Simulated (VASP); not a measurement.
These are PBE GGA, VASP's PBE PAW potentials (set 64) (plane waves; VASP 6.6.1) values and carry that method's errors.

A VASP calculation is set up with these files.

**INCAR**
```
# general
SYSTEM  = Re
PREC    = Accurate
ENCUT   = 520
LREAL   = F
LASPH   = T

# electronic loop
EDIFF   = 1E-7
NELM    = 100
ALGO    = Normal
LMAXMIX = 6

# smearing
ISMEAR  = -5

# functional
GGA     = PE

# ions
ISIF    = 2

# output
LWAVE   = F
LCHARG  = T
LORBIT  = 11
NEDOS   = 601
```

KPOINTS:
```
Automatic mesh
0
Gamma
17 17 9
0 0 0
```

POSCAR:
```
Re
2.7723750
  0.5000001075  -0.8660255481   0.0000000000
  0.5000001075   0.8660255481   0.0000000000
  0.0000000000   0.0000000000   1.6179393385
Re
2
direct
  0.3333330000   0.6666670000   0.2500000000
  0.6666670000   0.3333330000   0.7500000000
```

POTCAR, in this order: Re (PBE.64 set). Program: vasp_std.

Task: What will the output report for the number of irreducible k-points (NKPTS), largest plane-wave count, number of space-group operations, FFT grid (NGX, NGY, NGZ)?

Result: 
The number of irreducible k-points (NKPTS) is 165 and the largest plane-wave count comes out as 816. The number of space-group operations is 24 and the FFT grid (NGX, NGY, NGZ) comes out as 24 × 24 × 36.

The compound is Re in the hcp structure. It was relaxed first.
